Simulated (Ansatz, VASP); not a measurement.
# Cross-check of SnSe2 between VASP and Ansatz

Aim: how closely do two programs agree when they are given the same cell, functional and k mesh?

Main program and level: Ansatz 0.2.0; plane waves, with VASP 6.6.1 beside it; single point at PBEsol.

### 1. The starting structure

Symmetry: P-3m1, No. 164, trigonal system. Conventional cell: a = 3.811 Å, b = 3.811 Å, c = 6.141 Å, α = 90.00°, β = 90.00°, γ = 120.00°. Nearest to Sn lie 6 Se at 2.68 Å. Se has 3 Sn at 2.68 Å nearest. Farther neighbours and most contacts between anions are not listed.

### 2. VASP: single point, PBEsol

With cell and atoms fixed, the geometry can't cause a difference; cores, projectors, grids and the points listed under the comparison can.

Lines of VASP's logs that name or quote its potential files are left out, and so is its time.

The input, INCAR:

```
SYSTEM = SnSe2
PREC = Accurate
ENCUT = 400
EDIFF = 1E-05
NELM = 100
ISMEAR = 0
SIGMA = 0.05
LREAL = .FALSE.
ALGO = Normal
GGA = PS
NBANDS = 19
LORBIT = 11
LWAVE = .FALSE.
LCHARG = .FALSE.
KPAR = 2
```

The input, POSCAR:

```
SnSe2
1.0
    3.8108000000      0.0000000000      0.0000000000
   -1.9054000000      3.3002496087      0.0000000000
    0.0000000000      0.0000000000      6.1410000000
Sn Se
1 2
Direct
    0.0000000000      0.0000000000      0.0000000000
    0.6666666667      0.3333333333      0.7508000000
    0.3333333333      0.6666666667      0.2492000000
```

The input, KPOINTS:

```
Automatic mesh
0
Gamma
6 6 4
0 0 0
```

PAW data sets: Sn_d and Se (PBE family, release 64).

Command:

```console
> mpirun -np 2 vasp_std
```

Numbers of over 12 decimals in the logs are rounded to 6 here.

Log:

```text
[banner, memory and clock lines left out]
running    2 mpi-ranks, on    1 nodes
 distrk:  each k-point on    1 cores,    2 groups
 distr:  one band on    1 cores,    1 groups

 POSCAR found type information on POSCAR SnSe
 POSCAR found :  2 types and       3 ions
|                                                                             |
|               ----> ADVICE to this user running VASP <----                  |
|                                                                             |
|     You enforced a specific xc type in the INCAR file but a different       |
|     [... a line on the potential file left out ...]
|     I HOPE YOU KNOW WHAT YOU ARE DOING!                                     |
|                                                                             |

 LDA part: xc-table for (Slater+PW92), standard interpolation
 POSCAR, INCAR and KPOINTS ok, starting setup
 FFT: planning ... GRIDC
 FFT: planning ... GRID_SOFT
 FFT: planning ... GRID
 WAVECAR not read
 entering main loop
       N       E                     dE             d eps       ncg     rms          rms(c)
DAV:   1     0.183453908542E+03    0.18345E+03   -0.10777E+04   932   0.130E+03
DAV:   2     0.728461959364E+01   -0.17617E+03   -0.17093E+03   981   0.342E+02
DAV:   3    -0.125479717869E+02   -0.19833E+02   -0.19477E+02  1125   0.108E+02
DAV:   4    -0.132065761540E+02   -0.65860E+00   -0.65711E+00  1091   0.209E+01
DAV:   5    -0.132209752868E+02   -0.14399E-01   -0.14398E-01  1264   0.318E+00    0.519E+00
DAV:   6    -0.129655058636E+02    0.25547E+00   -0.47459E-01  1357   0.811E+00    0.329E+00
DAV:   7    -0.129348174138E+02    0.30688E-01   -0.16018E-01  1142   0.290E+00    0.887E-01
DAV:   8    -0.129326651861E+02    0.21522E-02   -0.12320E-02  1173   0.118E+00    0.263E-01
DAV:   9    -0.129327235823E+02   -0.58396E-04   -0.11996E-03  1026   0.255E-01    0.769E-02
DAV:  10    -0.129327280136E+02   -0.44313E-05   -0.88775E-05  1206   0.633E-02
   1 F= -.12932728E+02 E0= -.12932728E+02  d E =-.291845E-15
```

From OUTCAR (step 2):

```text
ion  position               nearest neighbor table
   1  0.000  0.000  0.000-   2 2.68   3 2.68   3 2.68   2 2.68   2 2.68   3 2.68
   2  0.667  0.333  0.751-   1 2.68   1 2.68   1 2.68
   3  0.333  0.667  0.249-   1 2.68   1 2.68   1 2.68

  LATTYP: Found a hexagonal cell.
 ALAT       =     3.8108000000
 C/A-ratio  =     1.6114726567

 Subroutine GETGRP returns: Found 12 space group operations
 (whereof 12 operations were pure point group operations)

The static configuration has the point symmetry D_3d.

 Found     24 irreducible k-points:

   k-points           NKPTS =     24   k-points in BZ     NKDIM =     24   number of bands    NBANDS=     19

   dimension x,y,z NGX =    28 NGY =   28 NGZ =   40
   dimension x,y,z NGXF=    56 NGYF=   56 NGZF=   80

   ENCUT  =  400.0 eV  29.40 Ry    5.42 a.u.   6.21  6.21 10.01*2*pi/ulx,y,z

   NELECT =      26.0000    total number of electrons

 k-points in reciprocal lattice and weights: Automatic mesh
   0.00000000  0.00000000  0.00000000       0.007
   0.16666667  0.00000000  0.00000000       0.042
   0.33333333 -0.00000000  0.00000000       0.042
   0.50000000 -0.00000000  0.00000000       0.021
   0.16666667  0.16666667  0.00000000       0.042
   0.33333333  0.16666667  0.00000000       0.083
   0.33333333  0.33333333  0.00000000       0.014
   0.00000000  0.00000000  0.25000000       0.014
   0.16666667  0.00000000  0.25000000       0.042
[...]
0.33333333  0.16666667  0.50000000       0.083
   0.33333333  0.33333333  0.50000000       0.014

 average (electrostatic) potential at core
       1-102.4888       2 -53.2979       3 -53.2979

 E-fermi :   4.3071

 k-point     1 :       0.0000    0.0000    0.0000
  band No.  band energies     occupation
    ...
      9       3.3532      2.00000
     10       3.3532      2.00000
     11       3.6664      2.00000
     12       3.6664      2.00000
     13       4.0461      2.00000
     14       5.0450      0.00000
     15       6.8883      0.00000
     16       8.6297      0.00000
     17       8.6297      0.00000
     18      12.0736      0.00000
    ...

 k-point     2 :       0.1667    0.0000    0.0000
  band No.  band energies     occupation
    ...
      9       1.3217      2.00000
     10       2.4702      2.00000
     11       2.5221      2.00000
     12       3.9480      2.00000
     13       4.0137      2.00000
     14       6.3200      0.00000
     15       7.6399      0.00000
     16       8.8058      0.00000
     17       9.1183      0.00000
     18      11.1893      0.00000
    ...

 k-point     3 :       0.3333   -0.0000    0.0000
  band No.  band energies     occupation
    ...
      9      -0.0765      2.00000
     10       1.1567      2.00000
     11       1.6747      2.00000
     12       3.4850      2.00000
     13       3.8456      2.00000
     14       5.5107      0.00000
     15       7.9352      0.00000
     16       9.5072      0.00000
     17       9.7387      0.00000
     18      10.6983      0.00000
    ...

  Total        0.9936962      0.9936962      1.7925361      0.0000000     -0.0000000      0.0000000
  in kB       20.6139942     20.6139942     37.1857421      0.0000000     -0.0000000      0.0000000
  external PRESSURE =      26.1379102 kB  Pullay stress =       0.0000000 kB

  energy-cutoff  :      400.00
  volume of cell :       77.23
      direct lattice vectors                 reciprocal lattice vectors
     3.810800000  0.000000000  0.000000000     0.262412092  0.151503692  0.000000000
    -1.905400000  3.300249609  0.000000000     0.000000000  0.303007384  0.000000000
     0.000000000  0.000000000  6.141000000     0.000000000  0.000000000  0.162839928

 POSITION                                       TOTAL-FORCE (eV/Angst)
 -----------------------------------------------------------------------------------
      0.00000      0.00000      0.00000        -0.000000      0.000000     -0.000000
      1.90540      1.10008      4.61066         0.000000      0.000000     -0.590701
     -0.00000      2.20017      1.53034         0.000000      0.000000      0.590701
 -----------------------------------------------------------------------------------
    total drift:                               -0.000000      0.000000      0.000000

  FREE ENERGIE OF THE ION-ELECTRON SYSTEM (eV)
  ---------------------------------------------------
  free  energy   TOTEN  =       -12.9327280136 eV

  energy  without entropy=      -12.9327280136  energy(sigma->0) =      -12.93272801

 total charge
# of ion       s       p       d       tot
------------------------------------------
    1        1.053   1.069  10.117  12.240
    2        1.485   2.318   0.030   3.832
    3        1.485   2.318   0.030   3.832
--------------------------------------------------
tot          4.023   5.705  10.177  19.905

[... 3 further parts left out ...]
```

The run ends at a pressure of 2.61 GPa, with forces up to 0.59 eV/Å.

### 3. Ansatz: single point, PBEsol

Ansatz runs on its default PAW (the set named soft_2) files.

The same cell, functional, mesh and smearing now go to Ansatz, which takes its cutoff from its data sets.

The input, input.yaml:

```yaml
crystal:
  lattice:
    - [3.8108, 0.0, 0.0]
    - [-1.9054, 3.3002496087, 0.0]
    - [0.0, 0.0, 6.141]
  atoms:
    - { symbol: Sn, position: [0.0, 0.0, 0.0] }
    - { symbol: Se, position: [0.6666666667, 0.3333333333, 0.7508] }
    - { symbol: Se, position: [0.3333333333, 0.6666666667, 0.2492] }
hamiltonian:
  xc: pbesol
  pseudopotentials: { kind: paw }
kpoints:
  mp_grid: { grid: [6, 6, 4] }
scf:
  occupations: { method: gaussian, width: 0.05 }
  n_extra_bands: 4
output:
  forces: true
  stress: true
  eigenvalues: true
```

Command:

```console
> ansatz run input.yaml --threads 2 --pin off --max-ram 4608MiB --backend cpu --events-out ev --progress --plain --runs-dir out
```

Log:

```text
scf.n_extra_bands = 4 over 23 filled bands (N_el = 46.0): the run solves 27 bands
Engine: ansatz 0.2.0, x86_64-unknown-linux-gnu
Pseudopotentials: kind: paw
Pseudopotential: Sn, paw, valence charge 14, recommended cutoff 420 eV (normal), Sn.paw.azcp
Pseudopotential: Se, paw, valence charge 16, recommended cutoff 420 eV (normal), Se.paw.azcp
Functional definition: PBEsol
  exchange = pbesol_x
  correlation = pbesol_c
Crystal: 3 atoms, lattice volume = 77.233 Å³
Basis set: ecut = 420 eV, 1509 PW (Γ), exchange–correlation on 54×54×90 points (8 copies of the dense FFT grid, shifted against one another)
Bands: 27, of which v1, the nominal top of the filled ones, is band 23 counted from 1 (22 counted from 0)
Symmetry: 12 space group operations
Space group: P-3m1 (ITA 164), of the structure as read, at distance tolerance 4.3e-5 Å
k-points: 24 of 144
Non-local potential: Sn, projectors of the file, l = 0: 2, l = 1: 2, l = 2: 2, l = 3: 2
Non-local potential: Se, projectors of the file, l = 0: 2, l = 1: 2, l = 2: 3, l = 3: 1
PAW form: soft (Blöchl's): semilocal exchange-correlation on the pseudo side does not see the compensation charge
PAW frozen core: Sn, regenerated for the run's functional, and the local potential with it (the file was generated under x = pbe(κ = 0.804, μ = 0.219515), c = pbe(β = 0.066725))
PAW frozen core: Se, regenerated for the run's functional, and the local potential with it (the file was generated under x = pbe(κ = 0.804, μ = 0.219515), c = pbe(β = 0.066725))
PAW one-centre angular grid: Sn, 590 points (default); XC on 64 Gauss nodes
PAW one-centre angular grid: Se, 590 points (default); XC on 64 Gauss nodes
Initial density: superposition of atomic densities (neutral atoms: chi_scale 0, normalization atom), corrected by the library's trained network
Initial wavefunctions: pseudopotential atomic-orbital guess
Functional: x = pbesol(κ = 0.804, μ = 0.123457), c = pbesol(β = 0.046)
SCF iter   1: F=—  HF=-16799.178738 eV  |F-HF|=—  |Δ(HF+E_count)|=         —  Δρ=2.16e-3  dr2=3.26e-3  ethr=1.77e-3  ⟨swp⟩=6.2  Hψ=2816  notcnv=0
preconditioner: auto → Resta (q_TF=auto, 2.503 Å⁻¹)  ε∞=2.9  [insulator: Δε(μ)=0.753 eV  Ē_g=15.640 eV  σ=0.050 eV  W_gap=1.00  n_scr=22 (ndim 8)  ℏωp=21.5 eV  f_vac=0.080  D(μ)=0.00/eV (n_scr^D=0)  ε∞_Penn≈2.9]
SCF iter   2: F=—  HF=-16799.175722 eV  |F-HF|=—  |Δ(HF+E_count)|=   3.02e-3  Δρ=1.05e-3  dr2=7.31e-4  ethr=7.08e-6  ⟨swp⟩=3.0  Hψ=1425  notcnv=0
SCF iter   3: F=—  HF=-16799.175704 eV  |F-HF|=—  |Δ(HF+E_count)|=   1.75e-5  Δρ=3.17e-4  dr2=6.16e-5  ethr=1.59e-6  ⟨swp⟩=2.0  Hψ=960  notcnv=0
SCF iter   4: F=—  HF=-16799.175726 eV  |F-HF|=—  |Δ(HF+E_count)|=   2.18e-5  Δρ=1.11e-4  dr2=1.02e-5  ethr=1.34e-7  ⟨swp⟩=2.0  Hψ=958  notcnv=0
SCF iter   5: F=—  HF=-16799.175733 eV  |F-HF|=—  |Δ(HF+E_count)|=   6.61e-6  Δρ=2.34e-5  dr2=6.77e-7  ethr=2.22e-8  ⟨swp⟩=2.0  Hψ=900  notcnv=0
SCF iter   6: F=-16799.175734 eV  HF=-16799.175733 eV  |F-HF|=1.35e-7  |Δ(HF+E_count)|=   6.11e-7  Δρ=8.95e-6  dr2=9.20e-8  ethr=2.17e-10  ⟨swp⟩=6.0  Hψ=2977  notcnv=0
SCF 1 converged in 6 iterations: F = -16799.175734 eV  dr2 = 9.20e-8
  greatest PAW one-centre occupation: 1.000 electrons in one spin orbital (limit 2), on the Se atom at site 2 (counted from 0), in its partial waves of l = 2
SCF converged after 6 iterations
Free energy (F): -16799.175734 eV
Harris-Foulkes:  -16799.175733 eV  (|F-HF|=1.35e-7)
Internal energy: -16799.175734 eV  (E = F + TS)
E sigma→0 (E₀):  -16799.175734 eV
Fermi energy:    8.347756 eV
--- Per-component energies (eV) ---
  E_band       = -864.329727
  E_kinetic    = 426.648500
  E_local      = -6107.983207  (includes V_loc(G=0)·N_el)
  E_nonlocal   = -1214.528616
  E_hartree    = 3125.289106
  E_xc         = -585.230263
  E_vxc        = -292.628913  (∫ρ·V_xc dr)
  E_paw        = -7805.523418  (= ΣΔE_a)
  E_vpaw       = 73.579591  (= ΣTr[D̂ρ^β])
  E_aug_tail   = -0.001224  (compensation charges beyond the density's cutoff)
  E_ewald      = -4640.148352
  E_core_change = 2.301741  (= ΣΔE_core)
  E_smearing   = -0.000000  (= −TS)
  E_closure    = -0.000000  (closes the sum)
  Σ components = -16799.175734   (vs F -16799.175734, Δ=0.00e0)
--- Forces (eV/Å), atoms counted from 1 ---
  atom   1  Sn     0.00000000     0.00000000     0.00000000
  atom   2  Se    -0.00000000    -0.00000000    -0.56734281
  atom   3  Se     0.00000000     0.00000000     0.56734281
  max |Σ_I F_I| component: 1.11e-16 eV/Å
--- Stress (GPa, compression-positive) ---
        1.901793      -0.000000       0.000000
       -0.000000       1.901793       0.000000
       -0.000000       0.000000       3.522089
  P = ⅓ Tr σ = 2.4419 GPa (24.419 kbar)
--- Band table (eV; the first three rows and the last of 24) ---
  k-point 0: bands = [... 19 lower, 7.2914, 7.6019, 7.6019, 7.9736, 8.9861, 10.8341, 12.5745, 12.5745]
  k-point 1: bands = [... 19 lower, 7.2387, 7.2387, 7.6863, 7.6863, 9.8682, 10.8402, 12.4345, 12.4345]
  k-point 2: bands = [... 19 lower, 7.2009, 7.2009, 7.7567, 7.7567, 10.3862, 10.7995, 12.3020, 12.3020]
  k-point 23: bands = [... 19 lower, 3.7354, 4.2329, 7.6095, 7.6095, 10.4929, 12.6327, 12.6327, 14.1491]
```

It took 8.8 s on 2 threads of AMD EPYC 7R13 (Zen 3), shared host; peak memory 0.4 GiB.

The column dr2 measures how far the density is from self-consistency, as an energy; F and HF (Harris–Foulkes) agree once it is small.

The run ends at a pressure of 2.44 GPa, with forces up to 0.57 eV/Å.

### 4. Differences

Known differences besides the potentials themselves: the data sets hold 46 valence electrons in Ansatz (default PAW (the set named soft_2) files) and 26 in VASP; the cutoff is 420 eV in Ansatz and 400 eV in VASP; Ansatz makes its cores anew for this functional, VASP keeps those of its PBE data sets; VASP leaves aspherical gradient terms in its spheres out (LASPH is not set), Ansatz keeps them. Total energies have different zeros and are not compared.

Compared:

| quantity | Ansatz | VASP | difference |
| --- | --- | --- | --- |
| pressure (GPa) | 2.44 | 2.61 | -0.17 |
| gap on the k mesh (eV) | 0.754 | 0.742 | +0.013 |

Forces (eV/Å; atoms numbered as in POSCAR):

| atom | Ansatz x, y, z | VASP x, y, z |
| --- | --- | --- |
| Sn1 | 0.000, 0.000, 0.000 | 0.000, 0.000, 0.000 |
| Se2 | 0.000, 0.000, -0.567 | 0.000, 0.000, -0.591 |
| Se3 | 0.000, 0.000, 0.567 | 0.000, 0.000, 0.591 |

The forces differ by 11 meV/Å r.m.s., which is 4.0 % of the r.m.s. force of 0.28 eV/Å (both taken over all components). A gap on the mesh is an upper bound, since the band edges may lie between its points. Ansatz's pressure holds a Pulay correction of 0.04 GPa; VASP's holds none.

### 5. Summary of results

```json
{
 "r.m.s. force difference (single point, PBEsol)": "4.0 % of the r.m.s. force"
}
```

What this shows: The r.m.s. force difference is 4.0 % of the r.m.s. force (single point, PBEsol), beyond the 3 % picked in this series as the mark of a large difference. 1 further run of this series is not shown here. Such differences can come from data sets, numerical settings and the points named under the comparisons, not from the functional's error against experiment.

[Lines on the potential files, build, host, timing and source positions are cut from VASP's logs without a mark.]

[Logs are printed without paths, hosts, clocks, repeated set-up lines and the standing remarks that a program may print on its own settings, such as how far it seeks lower states.]

[Hosts, paths, dates, database ids (printed as entryN), source tags and the programs' standing remarks are cut or masked in the printed files.]
